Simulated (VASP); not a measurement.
Data:

```yaml
crystal:
  lattice:
    - [0.00000, 2.86393, 2.86393]
    - [2.86393, 0.00000, 2.86393]
    - [2.86393, 2.86393, 0.00000]
  atoms:
    - { symbol: Pd, position: [0.75000, 0.75000, 0.75000] }
    - { symbol: Pd, position: [0.50000, 0.50000, 0.50000] }
```

Computed with r2SCAN meta-GGA with spin-orbit coupling, VASP's PBE PAW potentials (set 64) (plane waves; VASP). Numerical set-up: 400 eV cut-off, 10×10×10 Γ-centred mesh, Gaussian smearing of 0.050 eV, potentials Pd.

Problem. Give the energies of bands 11 to 24 at the high-symmetry points, in eV from the Fermi level.

Solution. 
| band | Γ | X | U | L | W |
|---|---|---|---|---|---|
| 11 | -3.35 | -2.09 | -2.22 | -3.14 | -2.27 |
| 12 | -3.35 | -2.09 | -2.22 | -3.14 | -2.27 |
| 13 | -1.47 | -1.90 | -1.97 | -1.16 | -1.99 |
| 14 | -1.47 | -1.90 | -1.97 | -1.16 | -1.99 |
| 15 | -1.47 | -1.90 | -1.82 | -1.05 | -1.97 |
| 16 | -1.47 | -1.90 | -1.82 | -1.05 | -1.97 |
| 17 | -1.27 | -0.15 | -0.09 | -0.37 | 0.03 |
| 18 | -1.27 | -0.15 | -0.09 | -0.37 | 0.03 |
| 19 | -0.19 | -0.15 | 0.12 | -0.32 | 0.16 |
| 20 | -0.19 | -0.15 | 0.12 | -0.32 | 0.16 |
| 21 | -0.19 | 2.12 | 2.02 | 0.02 | 2.48 |
| 22 | -0.19 | 2.12 | 2.02 | 0.02 | 2.48 |
| 23 | 12.02 | 2.12 | 2.43 | 1.45 | 2.56 |
| 24 | 12.02 | 2.12 | 2.43 | 1.45 | 2.56 |

It has no gap at this level: it comes out as a metal or semimetal.

The structure was generated: Pd was put into the diamond type (Fd-3m), which need not be its known phase. It was relaxed first, which changed the volume by +24 %.
